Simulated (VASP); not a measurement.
HfO2:

```
Hf O
1.0
     0.00000    2.52918    2.52918
     2.52918    0.00000    2.52918
     2.52918    2.52918    0.00000
Hf O
1 2
Direct
  0.00000 0.00000 0.00000
  0.25000 0.25000 0.25000
  0.75000 0.75000 0.75000
```

Measurements of this composition are mostly on another form, of space group No. 14.

Base run:

* Program: VASP 6.6.1
* Functional: r2SCAN
* Potentials or basis: VASP PAW PBE potentials, release 64 (Hf_pv, O)
* Cutoff: 520 eV
* k mesh: 6 × 6 × 6
* Occupations: gaussian, width 0.01 eV
* Spin: no spin polarisation

Its results: band gap on the k mesh 4.31 eV, direct; pressure -4.0 GPa.

Task: The run is repeated on the same cell with these changes: functional from r2SCAN to HSE06; k mesh from 6 × 6 × 6 to 4 × 4 × 4. What comes out?

Result: Band gap on the k mesh 5.36 eV, direct; pressure -5.3 GPa.

Several settings changed at once, so the effect can't be laid on one alone.

Caveats: some runs use coarse meshes; the PAW data sets were made with another functional, which shifts forces and pressure a little; spin-orbit coupling is left out, which moves the levels of the heavy elements.

A k mesh can miss the band edges.

Not every run made on this cell is shown here.
